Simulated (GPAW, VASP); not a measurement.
An input for GPAW (LDA (Perdew-Wang 92), GPAW PAW datasets LDA (gpaw-data 1.0.1)):

```
from ase import Atoms
from ase.units import GPa
from gpaw import GPAW

atoms = Atoms(['Li', 'Li', 'Li'],
              cell=[[1.478830, 0.853802, 7.163392],
                    [-1.478830, 0.853802, 7.163392],
                    [0.000000, -1.707606, 7.163392]],
              scaled_positions=[[0.777030, 0.777030, 0.777030],
                                [0.222970, 0.222970, 0.222970],
                                [0.000000, 0.000000, 0.000000]],
              pbc=True)

calc = GPAW(mode={'name': 'pw', 'ecut': 600},
            xc='LDA',
            kpts={'size': (10, 10, 10), 'gamma': True},
            occupations={'name': 'methfessel-paxton', 'width': 0.2, 'order': 0},
            nbands=-11,
            convergence={'density': 1e-05},
            symmetry={'symmorphic': False, 'tolerance': 0.0005},
            maxiter=100)

atoms.calc = calc

energy = atoms.get_potential_energy()
print('Energy (eV):', round(energy, 6))
forces = atoms.get_forces()
print('Forces (eV/Ang):')
print(forces.round(5))
stress = atoms.get_stress()
print('Stress (GPa, Voigt):', (stress / GPa).round(4))
```

Write the VASP files for the same calculation.

One set of files that does it:

**INCAR**
```
# general
SYSTEM=Li
PREC  =Accurate
ENCUT =400   # plane-wave cut-off (eV)
LREAL =.False.
LASPH =.True.   # aspherical one-centre terms

# electronic loop
EDIFF =1E-6
NELM  =100   # most electronic steps
ALGO  =Normal   # blocked Davidson

# smearing
ISMEAR=0   # Gaussian
SIGMA =0.2

# ions
ISIF  =2

# output
LWAVE =.False.
LCHARG=.False.
```

KPOINTS:
```
K-points
0
G
 10 10 10
```

File POSCAR:
```
Li
7.3641090
  0.2008158760   0.1159409781   0.9727438852
 -0.2008158760   0.1159409781   0.9727438852
  0.0000000000  -0.2318822277   0.9727438852
Li
3
Cart
  0.0000000000  -0.0000002110   2.2675535434
 -0.0000000000  -0.0000000606   0.6506781123
  0.0000000000   0.0000000000   0.0000000000
```

POTCAR, in this order: Li_sv (LDA.64 set). Program: vasp_std.

Both are inputs of real runs that ended normally. What can't carry over is the choice of potentials or basis and its cut-off, and each code's defaults.

VASP's LDA is the Perdew-Zunger fit; the other code's may be Perdew-Wang, which differs slightly.

The structure comes from a computed database's Li entry (R-3m); how it stands against other phases isn't given here. The cell was not relaxed at this level, and its volume differs by -5.9 % from the start's.
